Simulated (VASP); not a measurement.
Input:

```
CuI
1.0
    0.00000     2.96851     2.96851
    2.96851     0.00000     2.96851
    2.96851     2.96851     0.00000
Cu I
1 1
Direct
  0.00000   0.00000   0.00000
  0.25000   0.25000   0.25000
```

Computed with PBEsol GGA, VASP's PBE PAW potentials (set 64) (plane waves; VASP). Settings: 400 eV cut-off, 9×9×9 Γ-centred mesh, tetrahedra with Blöchl corrections, potentials Cu I.

Unless said otherwise, spin-orbit coupling is left out, though it shifts the bands of the heavy elements here.

### Question
Predict the energy per atom (σ→0), band gap (on the k-mesh) with the smallest direct gap where there is one.

### Answer

```yaml
band gap (on the k-mesh): 1.20 eV
smallest direct gap (on the k-mesh): 1.20 eV
energy per atom (σ→0): -3.160 eV/atom
```

The absolute energy has meaning only against runs of the same code, potentials and settings.

The compound is CuI in the zinc blende structure. It was relaxed first, which changed the volume by -5 %.
